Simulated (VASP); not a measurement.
Given:

```
Al
1.0
    0.00000     2.06550     2.06550
    2.06550     0.00000     2.06550
    2.06550     2.06550     0.00000
Al
1
Direct
  0.00000   0.00000   0.00000
```

Computed with PBE GGA, VASP's PBE PAW potentials (set 64) (plane waves; VASP). Settings: 400 eV cut-off, 14×14×14 Γ-centred mesh, first-order Methfessel-Paxton smearing of 0.10 eV, potentials Al.

Question: Give the stress tensor in GPa (positive for a compressed cell).

Answer: 
```
-4.62   0.00   0.00
 0.00  -4.62   0.00
 0.00   0.00  -4.62
```
The pressure is its mean diagonal, -4.62 GPa.

The compound is Al in the fcc structure. The cell was not relaxed at this level.
